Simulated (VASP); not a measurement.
Consider the following.

```yaml
crystal:
  lattice:
    - [0.00000, 2.27000, 2.27000]
    - [2.27000, 0.00000, 2.27000]
    - [2.27000, 2.27000, 0.00000]
  atoms:
    - { symbol: B, position: [0.00000, 0.00000, 0.00000] }
    - { symbol: P, position: [0.25000, 0.25000, 0.25000] }
```

These are PBE GGA, VASP's PBE PAW potentials (set 64) (plane waves; VASP) values and carry that method's errors. Numerical set-up: 520 eV cut-off, 8×8×8 Γ-centred mesh, Gaussian smearing of 0.050 eV, potentials B P.

### Question
Estimate the energy per atom (σ→0).

### Answer

The energy per atom (σ→0) is -6.464 eV/atom.

Total energies compare only between runs with the same potentials, cut-off and functional.

The compound is BP in the zinc blende structure. The cell was not relaxed at this level.
